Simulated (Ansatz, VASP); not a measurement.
# EuF2 in two plane-wave programs, part 2 of 3

Aim: how closely do two programs agree when they are given the same cell, functional and k mesh? The cell is taken from a series of runs on this material, whose earlier steps may have relaxed, scaled, displaced or heated it; both programs get it as it stands.

VASP 6.6.1 and Ansatz 0.2.0.

So far: The starting structure; Ansatz: relaxation of cell and atoms, PBEsol, DFT+U.

## (3) VASP: relaxation of cell and atoms, PBEsol, DFT+U

Level of this step: PBEsol, DFT+U (Eu f 6 eV), spin-polarised from a ferromagnetic start; plane waves and PAW (Eu, F) (VASP).

The same cell, functional, mesh and smearing now go to VASP, with its own data sets.

Lines of VASP's logs that name or quote its potential files are left out, and so is its time.

Contents of INCAR:

```
SYSTEM = EuF2
PREC = Accurate
ENCUT = 600
EDIFF = 1E-07
NELM = 200
ISMEAR = 0
SIGMA = 0.02
LREAL = .FALSE.
ALGO = Normal
GGA = PS
NBANDS = 27
ISPIN = 2
MAGMOM = 6.78 -0.01 -0.01
LDAU = .TRUE.
LDAUTYPE = 2
LDAUL = 3 -1
LDAUU = 6 0
LDAUJ = 0 0
LDAUPRINT = 1
LASPH = .TRUE.
LMAXMIX = 6
AMIX = 0.2
BMIX = 1E-04
AMIX_MAG = 0.8
BMIX_MAG = 1E-04
LORBIT = 11
LWAVE = .FALSE.
LCHARG = .FALSE.
ISIF = 3
IBRION = 2
NSW = 80
EDIFFG = -0.005
GGA_COMPAT = .FALSE.
NELMIN = 4
KPAR = 2
```

Contents of POSCAR:

```
EuF2
1.0
    0.0000000000      2.9027970000      2.9027970000
    2.9027970000      0.0000000000      2.9027970000
    2.9027970000      2.9027970000      0.0000000000
Eu F
1 2
Direct
    0.0000000000      0.0000000000      0.0000000000
    0.2500000861      0.2500000861      0.2500000861
    0.7500000861      0.7500000861      0.7500000861
```

Contents of KPOINTS:

```
Automatic mesh
0
Gamma
8 8 8
0 0 0
```

PAW data sets: Eu and F (PBE family, release 64).

The run is started by

```bash
$ mpirun -np 2 vasp_std
```

Numbers of over 12 decimals in the logs are rounded to 6 here.

Output:

```text
[banner, memory and clock lines left out]
running    2 mpi-ranks, on    1 nodes
 distrk:  each k-point on    1 cores,    2 groups
 distr:  one band on    1 cores,    1 groups

 POSCAR found type information on POSCAR EuF
 POSCAR found :  2 types and       3 ions
|                                                                             |
|               ----> ADVICE to this user running VASP <----                  |
|                                                                             |
|     You enforced a specific xc type in the INCAR file but a different       |
|     [... a line on the potential file left out ...]
|     I HOPE YOU KNOW WHAT YOU ARE DOING!                                     |
|                                                                             |

 LDA part: xc-table for (Slater+PW92), standard interpolation
 POSCAR, INCAR and KPOINTS ok, starting setup
 FFT: planning ... GRIDC
 FFT: planning ... GRID_SOFT
 FFT: planning ... GRID
 WAVECAR not read
 entering main loop
       N       E                     dE             d eps       ncg     rms          rms(c)
DAV:   1     0.280345541176E+03    0.28035E+03   -0.13916E+04  4477   0.574E+03
DAV:   2     0.192710786282E+02   -0.26107E+03   -0.20522E+03  4336   0.539E+02
DAV:   3    -0.178787268195E+02   -0.37150E+02   -0.36352E+02  4620   0.173E+02
DAV:   4    -0.209353519392E+02   -0.30566E+01   -0.30363E+01  6107   0.362E+01
DAV:   5    -0.211163345748E+02   -0.18098E+00   -0.18068E+00  5509   0.962E+00    0.313E+01
DAV:   6    -0.266325921806E+02   -0.55163E+01   -0.15859E+00  4885   0.163E+01    0.142E+01
DAV:   7    -0.264196995784E+02    0.21289E+00   -0.11886E+00  5022   0.129E+01    0.125E+01
DAV:   8    -0.263885378596E+02    0.31162E-01   -0.10056E-01  4816   0.540E+00    0.128E+01
DAV:   9    -0.263862772170E+02    0.22606E-02   -0.11950E-02  5487   0.739E-01    0.111E+01
DAV:  10    -0.263911003695E+02   -0.48232E-02   -0.25318E-02  4369   0.288E+00    0.663E+00
DAV:  11    -0.264041744950E+02   -0.13074E-01   -0.84056E-02  4166   0.537E+00    0.558E+00
DAV:  12    -0.264042181960E+02   -0.43701E-04   -0.11690E-02  4916   0.194E+00    0.795E-01
DAV:  13    -0.264041762138E+02    0.41982E-04   -0.80215E-04  5608   0.423E-01    0.442E-01
DAV:  14    -0.264041897575E+02   -0.13544E-04   -0.42580E-05  5069   0.399E-02    0.458E-01
DAV:  15    -0.264042330754E+02   -0.43318E-04   -0.26549E-05  4340   0.522E-02    0.189E-01
DAV:  16    -0.264042381486E+02   -0.50732E-05   -0.44217E-06  5022   0.169E-02    0.146E-01
DAV:  17    -0.264042412345E+02   -0.30859E-05   -0.35941E-06  4810   0.337E-02    0.252E-02
DAV:  18    -0.264042415818E+02   -0.34735E-06   -0.31330E-07  4951   0.439E-03    0.151E-02
DAV:  19    -0.264042418401E+02   -0.25824E-06   -0.13943E-07  3467   0.485E-03    0.144E-02
DAV:  20    -0.264042421806E+02   -0.34056E-06   -0.27635E-07  3980   0.423E-03    0.851E-03
DAV:  21    -0.264042421803E+02    0.29468E-09   -0.13833E-08  3461   0.170E-03
   1 F= -.26404242E+02 E0= -.26404242E+02  d E =-.264042E+02  mag=     7.0000
 curvature:   0.00 expect dE= 0.000E+00 dE for cont linesearch  0.000E+00
 trial: gam= 0.00000 g(F)=  0.625E-39 g(S)=  0.187E-02 ort = 0.000E+00 (trialstep = 0.100E+01)
 search vector abs. value=  0.187E-02
 bond charge predicted
       N       E                     dE             d eps       ncg     rms          rms(c)
DAV:   1    -0.264535564782E+02   -0.49314E-01   -0.49936E-01  4832   0.774E+00    0.161E+01
DAV:   2    -0.264162819327E+02    0.37275E-01   -0.68505E-02  4679   0.409E+00    0.559E+00
DAV:   3    -0.264062956289E+02    0.99863E-02   -0.22545E-02  4833   0.242E+00    0.331E+00
DAV:   4    -0.264052375290E+02    0.10581E-02   -0.96101E-03  5441   0.126E+00    0.284E+00
DAV:   5    -0.264052390213E+02   -0.14922E-05   -0.33986E-04  5516   0.164E-01    0.336E+00
DAV:   6    -0.264052022458E+02    0.36775E-04   -0.22260E-05  5557   0.316E-02    0.322E+00
DAV:   7    -0.264050205619E+02    0.18168E-03   -0.65381E-04  5534   0.139E-01    0.195E+00
DAV:   8    -0.264050581814E+02   -0.37620E-04   -0.36082E-04  5783   0.930E-02    0.898E-01
DAV:   9    -0.264050826428E+02   -0.24461E-04   -0.42708E-05  5775   0.322E-02    0.542E-01
DAV:  10    -0.264051012299E+02   -0.18587E-04   -0.12169E-05  5165   0.218E-02    0.505E-02
DAV:  11    -0.264051006083E+02    0.62157E-06   -0.32782E-06  5703   0.126E-02    0.445E-02
DAV:  12    -0.264051004795E+02    0.12881E-06   -0.15305E-07  3628   0.547E-03    0.130E-02
DAV:  13    -0.264051001022E+02    0.37729E-06   -0.43157E-07  4124   0.869E-03    0.153E-02
DAV:  14    -0.264051001265E+02   -0.24262E-07   -0.19394E-08  2214   0.190E-03
   2 F= -.26405100E+02 E0= -.26405100E+02  d E =-.857946E-03  mag=     7.0000
 trial-energy change:   -0.000858  1 .order   -0.000843   -0.001874    0.000187
 step:   0.9125(harm=  0.9091)  dis= 0.00000  next Energy=   -26.405108 (dE=-0.866E-03)
 bond charge predicted
       N       E                     dE             d eps       ncg     rms          rms(c)
DAV:   1    -0.264054733540E+02   -0.37325E-03   -0.38061E-03  4812   0.678E-01    0.114E+00
DAV:   2    -0.264051951540E+02    0.27820E-03   -0.50259E-04  4764   0.348E-01    0.435E-01
DAV:   3    -0.264051137451E+02    0.81409E-04   -0.19023E-04  4836   0.224E-01    0.242E-01
DAV:   4    -0.264051075075E+02    0.62376E-05   -0.79145E-05  5368   0.112E-01    0.231E-01
DAV:   5    -0.264051075636E+02   -0.56078E-07   -0.29164E-06  5669   0.170E-02    0.280E-01
DAV:   6    -0.264051070641E+02    0.49948E-06   -0.28736E-07  4136   0.303E-03    0.267E-01
DAV:   7    -0.264051060584E+02    0.10058E-05   -0.24446E-06  5636   0.137E-02    0.199E-01
DAV:   8    -0.264051060681E+02   -0.97152E-08   -0.18003E-06  5787   0.895E-03    0.109E-01
DAV:   9    -0.264051062053E+02   -0.13725E-06   -0.57929E-07  5175   0.387E-03    0.614E-02
DAV:  10    -0.264051062653E+02   -0.59933E-07   -0.21316E-07  3349   0.334E-03
   3 F= -.26405106E+02 E0= -.26405106E+02  d E =-.864085E-03  mag=     7.0000
 curvature:  -0.45 expect dE=-0.241E-07 dE for cont linesearch -0.241E-07
 trial: gam=-0.00529 g(F)=  0.399E-39 g(S)=  0.530E-07 ort = 0.997E-05 (trialstep = 0.982E+00)
 search vector abs. value=  0.102E-09
 reached required accuracy - stopping structural energy minimisation
```

OUTCAR, selected parts (step 3):

```text
ion  position               nearest neighbor table
   1  0.000  0.000  0.000-   3 2.51   2 2.51   2 2.51   2 2.51   3 2.51   3 2.51   3 2.51   2 2.51

  LATTYP: Found a face centered cubic cell.
 ALAT       =     5.8055940000

 Subroutine GETGRP returns: Found 48 space group operations
 (whereof 48 operations were pure point group operations)

The static configuration has the point symmetry O_h .

 Found     29 irreducible k-points:

   k-points           NKPTS =     29   k-points in BZ     NKDIM =     29   number of bands    NBANDS=     27

   dimension x,y,z NGX =    36 NGY =   36 NGZ =   36
   dimension x,y,z NGXF=    72 NGYF=   72 NGZF=   72

   ENCUT  =  600.0 eV  44.10 Ry    6.64 a.u.   8.20  8.20  8.20*2*pi/ulx,y,z

   NELECT =      31.0000    total number of electrons

 k-points in reciprocal lattice and weights: Automatic mesh
   0.00000000  0.00000000  0.00000000       0.002
   0.12500000  0.00000000  0.00000000       0.016
   0.25000000  0.00000000  0.00000000       0.016
   0.37500000  0.00000000  0.00000000       0.016
   0.50000000  0.00000000  0.00000000       0.008
   0.12500000  0.12500000  0.00000000       0.012
   0.25000000  0.12500000  0.00000000       0.047
   0.37500000  0.12500000  0.00000000       0.047
   0.50000000  0.12500000  0.00000000       0.047
[...]
-0.37500000  0.50000000  0.12500000       0.023
  -0.25000000  0.50000000  0.25000000       0.012

atom =   1  type =  1  l = 3

 onsite density matrix

spin component  1

  0.9811  0.0000 -0.0007  0.0000  0.0000  0.0000 -0.0000
  0.0000  0.9927  0.0000  0.0000  0.0000 -0.0000 -0.0000
 -0.0007  0.0000  0.9815  0.0000 -0.0000  0.0000 -0.0000
  0.0000  0.0000  0.0000  0.9805  0.0000 -0.0000  0.0000
  0.0000  0.0000 -0.0000  0.0000  0.9815  0.0000  0.0007
  0.0000 -0.0000  0.0000 -0.0000  0.0000  0.9820  0.0000
 -0.0000 -0.0000 -0.0000  0.0000  0.0007  0.0000  0.9811

spin component  2

  0.0020  0.0000  0.0004 -0.0000 -0.0000  0.0000 -0.0000
  0.0000  0.0077 -0.0000  0.0000  0.0000  0.0000 -0.0000
  0.0004 -0.0000  0.0018  0.0000  0.0000  0.0000  0.0000
 -0.0000  0.0000  0.0000  0.0024  0.0000 -0.0000  0.0000
 -0.0000  0.0000  0.0000  0.0000  0.0018 -0.0000 -0.0004
  0.0000  0.0000  0.0000 -0.0000 -0.0000  0.0015  0.0000
 -0.0000 -0.0000  0.0000  0.0000 -0.0004  0.0000  0.0020

 occupancies and eigenvectors

  o =  0.0015  v =  0.0000  0.0000  0.0000  0.0000  0.0000  0.0000  0.0000  0.6123 -0.0000 -0.7905  0.0000  0.0126 -0.0000  0.0098      0.0000  0.0000  0.0000  0.0000  0.0000  0.0000  0.0000  0.0000  0.0000  0.0000  0.0000  0.0000  0.0000  0.0000
  o =  0.0015  v =  0.0000  0.0000  0.0000  0.0000  0.0000  0.0000  0.0000 -0.0098 -0.0000  0.0126 -0.0000  0.7905 -0.0000  0.6123      0.0000  0.0000  0.0000  0.0000  0.0000  0.0000  0.0000  0.0000  0.0000  0.0000  0.0000  0.0000  0.0000  0.0000
  o =  0.0015  v =  0.0000  0.0000  0.0000  0.0000  0.0000  0.0000  0.0000 -0.0000  0.0000  0.0000 -0.0000 -0.0000 -1.0000 -0.0000      0.0000  0.0000  0.0000  0.0000  0.0000  0.0000  0.0000  0.0000  0.0000  0.0000  0.0000  0.0000  0.0000  0.0000
  o =  0.0024  v =  0.0000  0.0000  0.0000  0.0000  0.0000  0.0000  0.0000 -0.7906  0.0000 -0.6124 -0.0002  0.0008 -0.0000 -0.0010      0.0000  0.0000  0.0000  0.0000  0.0000  0.0000  0.0000  0.0000  0.0000  0.0000  0.0000  0.0000  0.0000  0.0000
  o =  0.0024  v =  0.0000  0.0000  0.0000  0.0000  0.0000  0.0000  0.0000 -0.0010  0.0000 -0.0008  0.0001 -0.6124  0.0000  0.7906      0.0000  0.0000  0.0000  0.0000  0.0000  0.0000  0.0000  0.0000  0.0000  0.0000  0.0000  0.0000  0.0000  0.0000
  o =  0.0024  v =  0.0000  0.0000  0.0000  0.0000  0.0000  0.0000  0.0000 -0.0002 -0.0000 -0.0001  1.0000  0.0000 -0.0000 -0.0001      0.0000  0.0000  0.0000  0.0000  0.0000  0.0000  0.0000  0.0000  0.0000  0.0000  0.0000  0.0000  0.0000  0.0000
  o =  0.0077  v =  0.0000  0.0000  0.0000  0.0000  0.0000  0.0000  0.0000  0.0000  1.0000 -0.0000  0.0000  0.0000  0.0000 -0.0000      0.0000  0.0000  0.0000  0.0000  0.0000  0.0000  0.0000  0.0000  0.0000  0.0000  0.0000  0.0000  0.0000  0.0000
  o =  0.9805  v = -0.0003  0.0000 -0.0002  0.9999 -0.0062  0.0000  0.0080  0.0000  0.0000  0.0000  0.0000  0.0000  0.0000  0.0000      0.0000  0.0000  0.0000  0.0000  0.0000  0.0000  0.0000  0.0000  0.0000  0.0000  0.0000  0.0000  0.0000  0.0000
  o =  0.9805  v = -0.0006  0.0000 -0.0004  0.0102  0.6123  0.0000 -0.7905  0.0000  0.0000  0.0000  0.0000  0.0000  0.0000  0.0000      0.0000  0.0000  0.0000  0.0000  0.0000  0.0000  0.0000  0.0000  0.0000  0.0000  0.0000  0.0000  0.0000  0.0000
  o =  0.9805  v =  0.7906  0.0000  0.6124  0.0004  0.0004 -0.0000 -0.0006  0.0000  0.0000  0.0000  0.0000  0.0000  0.0000  0.0000      0.0000  0.0000  0.0000  0.0000  0.0000  0.0000  0.0000  0.0000  0.0000  0.0000  0.0000  0.0000  0.0000  0.0000
  o =  0.9820  v = -0.0002 -0.0000  0.0003 -0.0000  0.0267  0.9994  0.0207  0.0000  0.0000  0.0000  0.0000  0.0000  0.0000  0.0000      0.0000  0.0000  0.0000  0.0000  0.0000  0.0000  0.0000  0.0000  0.0000  0.0000  0.0000  0.0000  0.0000  0.0000
  o =  0.9820  v =  0.0032  0.0000 -0.0041 -0.0000 -0.7901  0.0338 -0.6120  0.0000  0.0000  0.0000  0.0000  0.0000  0.0000  0.0000      0.0000  0.0000  0.0000  0.0000  0.0000  0.0000  0.0000  0.0000  0.0000  0.0000  0.0000  0.0000  0.0000  0.0000
  o =  0.9820  v = -0.6124  0.0000  0.7906 -0.0000 -0.0041 -0.0002 -0.0032  0.0000  0.0000  0.0000  0.0000  0.0000  0.0000  0.0000      0.0000  0.0000  0.0000  0.0000  0.0000  0.0000  0.0000  0.0000  0.0000  0.0000  0.0000  0.0000  0.0000  0.0000
  o =  0.9927  v =  0.0000  1.0000 -0.0000 -0.0000  0.0000  0.0000  0.0000  0.0000  0.0000  0.0000  0.0000  0.0000  0.0000  0.0000      0.0000  0.0000  0.0000  0.0000  0.0000  0.0000  0.0000  0.0000  0.0000  0.0000  0.0000  0.0000  0.0000  0.0000

 average (electrostatic) potential at core
       1 -37.1880       2 -77.6834       3 -77.6834

 E-fermi :   2.7162

 spin component 1
 k-point     1 :       0.0000    0.0000    0.0000
  band No.  band energies     occupation
    ...
     15       2.4191      1.00000
     16       2.4191      1.00000
     17       2.4960      1.00000
     18       2.4960      1.00000
     19       2.4960      1.00000
     20       4.2341      0.00000
     21       7.1186      0.00000
     22       7.1186      0.00000
     23       9.8613      0.00000
     24       9.8613      0.00000
    ...

 k-point     2 :       0.1250    0.0000    0.0000
  band No.  band energies     occupation
    ...
     15       2.4110      1.00000
     16       2.4198      1.00000
     17       2.4684      1.00000
     18       2.4909      1.00000
     19       2.4909      1.00000
     20       4.6481      0.00000
     21       7.1407      0.00000
     22       7.1407      0.00000
     23       9.6613      0.00000
     24       9.8442      0.00000
    ...

 k-point     3 :       0.2500    0.0000    0.0000
  band No.  band energies     occupation
    ...
     15       2.3892      1.00000
     16       2.4213      1.00000
     17       2.4427      1.00000
     18       2.4861      1.00000
     19       2.4861      1.00000
     20       5.6188      0.00000
     21       7.1977      0.00000
     22       7.1977      0.00000
     23       9.2294      0.00000
     24       9.8027      0.00000
    ...

 k-point     4 :       0.3750    0.0000    0.0000
  band No.  band energies     occupation
    ...
     15       2.3662      1.00000
     16       2.4228      1.00000
     17       2.4716      1.00000
     18       2.4872      1.00000
     19       2.4872      1.00000
     20       6.6503      0.00000
     21       7.2602      0.00000
     22       7.2602      0.00000
     23       8.6277      0.00000
     24       9.7611      0.00000
    ...

 k-point     5 :       0.5000    0.0000    0.0000
  band No.  band energies     occupation
    ...
     15       2.3577      1.00000
     16       2.4234      1.00000
     17       2.4872      1.00000
     18       2.4885      1.00000
     19       2.4885      1.00000
     20       7.2878      0.00000
     21       7.2878      0.00000
     22       7.3753      0.00000
     23       7.9493      0.00000
     24       9.7439      0.00000
    ...

 k-point     6 :       0.1250    0.1250    0.0000
  band No.  band energies     occupation
    ...
     15       2.4191      1.00000
     16       2.4191      1.00000
     17       2.4749      1.00000
     18       2.4812      1.00000
     19       2.4812      1.00000
     20       4.7859      0.00000
     21       6.9832      0.00000
     22       7.3026      0.00000
     23       9.5278      0.00000
     24       9.8647      0.00000
    ...

  Total       -0.0010484     -0.0010484     -0.0010484     -0.0000000      0.0000000     -0.0000000
  in kB       -0.0346355     -0.0346355     -0.0346355     -0.0000000      0.0000000     -0.0000000
  external PRESSURE =      -0.0346355 kB  Pullay stress =       0.0000000 kB

  energy-cutoff  :      600.00
  volume of cell :       48.50
      direct lattice vectors                 reciprocal lattice vectors
     0.000000000  2.894401884  2.894401884    -0.172747262  0.172747262  0.172747262
     2.894401884  0.000000000  2.894401884     0.172747262 -0.172747262  0.172747262
     2.894401884  2.894401884  0.000000000     0.172747262  0.172747262 -0.172747262

 POSITION                                       TOTAL-FORCE (eV/Angst)
 -----------------------------------------------------------------------------------
      0.00000      0.00000      0.00000         0.000000      0.000000      0.000000
      1.44720      1.44720      1.44720         0.000000      0.000000      0.000000
      4.34160      4.34160      4.34160        -0.000000     -0.000000     -0.000000
 -----------------------------------------------------------------------------------
    total drift:                               -0.001790     -0.001790     -0.001790

  FREE ENERGIE OF THE ION-ELECTRON SYSTEM (eV)
  ---------------------------------------------------
  free  energy   TOTEN  =       -26.4051062653 eV

  energy  without entropy=      -26.4051062653  energy(sigma->0) =      -26.40510627

 reached required accuracy - stopping structural energy minimisation

 total charge
# of ion       s       p       d       f       tot
--------------------------------------------------
    1        2.014   5.782   0.202   6.891  14.889
    2        1.727   4.361   0.000   0.000   6.087
    3        1.727   4.361   0.000   0.000   6.087
--------------------------------------------------
tot          5.468  14.503   0.202   6.891  27.064

 magnetization (x)
# of ion       s       p       d       f       tot
--------------------------------------------------
    1       -0.016  -0.110   0.024   6.854   6.752
    2       -0.001  -0.018   0.000   0.000  -0.018
    3       -0.001  -0.018   0.000   0.000  -0.018
--------------------------------------------------
tot         -0.017  -0.145   0.024   6.854   6.715

[... 6 further parts left out ...]
```

CONTCAR:

```
EuF2
   1.00000000000000
     0.0000000000000000    2.8944018838252390    2.8944018838252390
     2.8944018838252390    0.0000000000000000    2.8944018838252390
     2.8944018838252390    2.8944018838252390    0.0000000000000000
  Eu              F
     1     2
Direct
     0.0000000000000000    0.0000000000000000    0.0000000000000000
     0.2500000861000018    0.2500000861000018    0.2500000861000018
     0.7500000861000018    0.7500000861000018    0.7500000861000018
```

## (4) Differences

Known differences besides the potentials themselves: VASP starts from the moments at which Ansatz ended; U acts on the PAW sphere in VASP and on atomic orbitals in Ansatz, so only states and trends compare; the cutoff is 420 eV in Ansatz and 600 eV in VASP; Ansatz makes its cores anew for this functional, VASP keeps those of its PBE data sets; Ansatz adds a Pulay correction to the stress that steers its cell, VASP none; site moments are counted in spheres of each program's own size. Total energies have different zeros and are not compared.

The two programs side by side:

| quantity | Ansatz | VASP | difference |
| --- | --- | --- | --- |
| volume (Å³) | 48.93 | 48.50 | +0.90 % |
| edge a after relaxation, in the typed setting (Å) | 4.106 | 4.093 | +0.30 % |
| total moment (μB) | 7.00 | 7.00 | 0.00 |
| moment on Eu1 (μB) | 6.78 | 6.75 | +0.03 |

VASP's last cycles still show a density residual of 6e-03, so its state may not be settled.

## (5) Ansatz: zone-centre phonons, PBEsol, DFT+U, pair 2

Second derivatives magnify differences that forces hide, and they need a tight electronic threshold.

The cell is taken from a series of runs on this material, whose earlier steps may have relaxed, scaled, displaced or heated it; both programs get it as it stands.

Contents of input.yaml:

```yaml
crystal:
  lattice:
    - [0.0, 2.9030735119, 2.9030735119]
    - [2.9030735119, 0.0, 2.9030735119]
    - [2.9030735119, 2.9030735119, 0.0]
  atoms:
    - { symbol: Eu, position: [0.0, 0.0, 0.0], spin: 7.45 }
    - { symbol: F, position: [0.25, 0.25, 0.25] }
    - { symbol: F, position: [0.75, 0.75, 0.75] }
kpoints:
  mp_grid: { grid: [8, 8, 8] }
hamiltonian:
  xc: pbesol
  hubbard:
    sites: [{ species: Eu, l: f, u_eff: 6.0 }]
    projectors: ortho-atomic
  pseudopotentials: { kind: paw, azcp: { folder: soft_1 }, xc_functional: pbe }
scf:
  occupations: { method: gaussian, width: 0.02 }
output:
  eigenvalues: true
magnetization:
  spin_polarized: true
phonons:
  method: fd
  supercell: [1, 1, 1]
  amplitude: 0.01
```

The run is started by

```bash
$ ansatz run input.yaml --threads 4 --pin off --max-ram 8192MiB --backend cpu --events-out ev --progress --plain --runs-dir out
```

Output:

```text
[...]
Crystal: 3 atoms, lattice volume = 48.933 Å³
Basis set: ecut = 420 eV, 941 PW (Γ), exchange–correlation on 60×60×60 points (8 copies of the dense FFT grid, shifted against one another)
Bands: 24, of which v1, the nominal top of the filled ones, is band 16 counted from 1 (15 counted from 0)
Symmetry: 48 space group operations
[...]
k-points: 29 of 512
[...]
largest difference from the sums on the solved wave vectors: F 5.79e-1 eV, S 8.38e-4 and C_V 2.58e-4 eV/K
  zero-point energy: 0.099964 eV/cell   skipped modes (ω ≤ 0): 3   left out of the sums: 5.72e-5 of the cell's modes: C_V's classical limit lies that fraction below 3 k_B per atom; for a crystal, a wire or a layer, F and S can be off by more, and a phonons.interpolated_qmesh denser along its periods is the remedy for the sampling
[key lines of the parts left out:]
SCF converged after 3 iterations
Magnetization: 7.0000 μB (19.0000 up, 12.0000 down)
Free energy (F): -10271.278027 eV
Fermi energy:    10.006156 eV
```

(Continued in part 3 of 3.)

[Lines on the potential files, build, host, timing and source positions are cut from VASP's logs without a mark.]

[Logs are printed without paths, hosts, clocks, repeated set-up lines and the standing remarks that a program may print on its own settings, such as how far it seeks lower states.]

[Hosts, paths, dates, database ids (printed as entryN), source tags and the programs' standing remarks are cut or masked in the printed files.]
